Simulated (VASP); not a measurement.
Set up this calculation in VASP 6.6.1, as the native input.

* Task: band structure
* Functional: PBE
* Potentials or basis: VASP PAW PBE potentials, release 64 (W_sv, Ta_pv, C_h)
* Cutoff: 900 eV
* k mesh: 7 × 7 × 7
* Occupations: fermi-dirac, width 0.05 eV
* Spin: no spin polarisation
* Further INCAR settings: ALGO = Normal; EDIFF = 1e-06; NBANDS = 24

The structure of TaWC2 lies in POSCAR:

```
TaWC2
1.0
    1.5718551461      0.9075109917      5.1016196719
   -1.5718551461      0.9075109917      5.1016196719
    0.0000000000     -1.8150219835      5.1016196719
W Ta C
1 1 2
Direct
    0.0000000000      0.0000000000      0.0000000000
    0.5000000000      0.5000000000      0.5000000000
    0.2509330000      0.2509330000      0.2509330000
    0.7490670000      0.7490670000      0.7490670000
```

The cell comes from a database or a generator and needn't be the stable form of this composition.

The input as run:

INCAR

```
  PREC = Accurate
  ENCUT = 900
  EDIFF = 1E-6
  ISMEAR = -1
  SIGMA = 0.05
  LREAL = False
  LASPH = True
  NELM = 100
  ALGO = Normal
  ISIF = 2
  LWAVE = False
  LCHARG = False
  LMAXMIX = 4
  GGA = PE
  NBANDS = 24
```

KPOINTS

```
regular mesh
0
Gamma
  7 7 7
```

KPOINTS_OPT

```
path GLB1,BZGX,QFP1Z,LP
15
line-mode
reciprocal
 0.0000000000  0.0000000000  0.0000000000  G
 0.5000000000  0.0000000000  0.0000000000  L

 0.5000000000  0.0000000000  0.0000000000  L
 0.5000000000  0.1877624847 -0.1877624847  B1

 0.8122375153  0.5000000000  0.1877624847  B
 0.5000000000  0.5000000000  0.5000000000  Z

 0.5000000000  0.5000000000  0.5000000000  Z
 0.0000000000  0.0000000000  0.0000000000  G

 0.0000000000  0.0000000000  0.0000000000  G
 0.3438812424  0.0000000000 -0.3438812424  X

 0.6561187576  0.3438812424  0.0000000000  Q
 0.5000000000  0.5000000000  0.0000000000  F

 0.5000000000  0.5000000000  0.0000000000  F
 0.6561187576  0.6561187576  0.1877624847  P1

 0.6561187576  0.6561187576  0.1877624847  P1
 0.5000000000  0.5000000000  0.5000000000  Z

 0.5000000000  0.0000000000  0.0000000000  L
 0.8122375153  0.3438812424  0.3438812424  P
```

Potentials or basis: VASP PAW PBE potentials, release 64 (W_sv, Ta_pv, C_h).

Launch:

```console
$ cat potpaw_PBE.64/W_sv/POTCAR potpaw_PBE.64/Ta_pv/POTCAR potpaw_PBE.64/C_h/POTCAR > POTCAR
$ mpirun -np 1 vasp_std > vasp.out
```

Results of the run:

```
Pressure                : -1.9 GPa
Largest force           : 0.039 eV/Å
Band gap along the path : none (metal or under the smearing width)
```

Caveat: the cutoff is under 1.25 times the usual one of these potentials, so pressure, stress and relaxed cells hold a basis-set (Pulay) error; spin-orbit coupling is left out, which moves the levels of the heavy elements.

It took 7.5 min on 1 thread of AMD EPYC 9R45 96-Core Processor (Zen 5) (shared host), peak memory 0.43 GiB.
